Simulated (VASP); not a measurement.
Energy against volume of SiC (wurtzite). Method: AM05 GGA, VASP's PBE PAW potentials (set 64) (plane waves; VASP). Settings: 520 eV cut-off, 8×8×5 Γ-centred mesh, Gaussian smearing of 0.050 eV, potentials Si C.

Shape and ions are relaxed at each volume.

```tsv
V (Å³/atom)	E (eV/atom)
10.025	-7.78351
10.335	-7.79030
10.646	-7.78417
10.956	-7.76690
```

Question: Fit these four points and predict the energy of the run at 9.715 Å³/atom.

Answer: A cubic in V^(−2/3), the third-order Birch-Murnaghan form, passes through the four points with V0 = 10.34 Å³/atom and B0 = 221 GPa, and gives -7.7619 eV/atom there. The run gave -7.7617 eV/atom, +0.1 meV/atom from the fit; all five points give B0 = 222 GPa.

The compound is SiC in the wurtzite structure, the rare 2H polytype. It was relaxed first.
